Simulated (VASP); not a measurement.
VASP input:

### INCAR
```
! general
SYSTEM  = CuZn
PREC    = Accurate
ENCUT   = 300
LREAL   = .False.
LASPH   = .True.

! electronic loop
EDIFF   = 1E-6
NELM    = 100
ALGO    = Normal
LMAXMIX = 4

! smearing
ISMEAR  = -1
SIGMA   = 0.05

! ions
ISIF    = 2

! output
LWAVE   = .False.
LCHARG  = .False.
```

KPOINTS:
```
Regular mesh
0
Gamma
8 8 8
0.5 0.5 0.5
```

POSCAR:
```
CuZn
1.0
  2.9500000000   0.0000000000   0.0000000000
  0.0000000000   2.9500000000   0.0000000000
  0.0000000000   0.0000000000   2.9500000000
Zn Cu
1 1
Cartesian
  1.4786226000   1.4584357500   1.5067066000
 -0.0036226000   0.0165642500  -0.0317066000
```

POTCAR, in this order: Zn Cu (LDA.64 set). Program: vasp_std.

**Question.** Translate this LDA calculation to Ansatz.

**Answer.** One equivalent input (not run):
Ansatz 0.2 input:
```yaml
crystal:
  lattice:
    - [2.9500000, 0.0000000, 0.0000000]
    - [0.0000000, 2.9500000, 0.0000000]
    - [0.0000000, 0.0000000, 2.9500000]
  atoms:
    - { symbol: Zn, position: [0.5012280, 0.4943850, 0.5107480] }
    - { symbol: Cu, position: [-0.0012280, 0.0056150, -0.0107480] }
kpoints:
  mp_grid: { grid: [8, 8, 8], shift: [0.5, 0.5, 0.5] }
hamiltonian:
  xc: lda
  pseudopotentials: { kind: paw }
scf:
  occupations: { method: fermi_dirac, width: 0.05 }
  max_iter: 100
output: { forces: true, stress: true, eigenvalues: true }
```
What does not carry over: each code has its own PAW files, so the cut-off isn't converted (ENCUT is set for VASP's; basis.ecutwfc is left out, and Ansatz then takes the one that its files recommend); Ansatz stops its SCF on the density residual and VASP on the energy change (EDIFF); Ansatz's lda is the Perdew-Wang form, while the LDA potentials of VASP carry Perdew-Zunger's.

The structure is a typed CuZn crystal. The cell was not relaxed at this level, atoms are displaced from their ideal sites. The run is one of a series of settings (GGA removed, POTCAR Zn Cu (LDA.64 set) against the base run), some of them coarse on purpose.
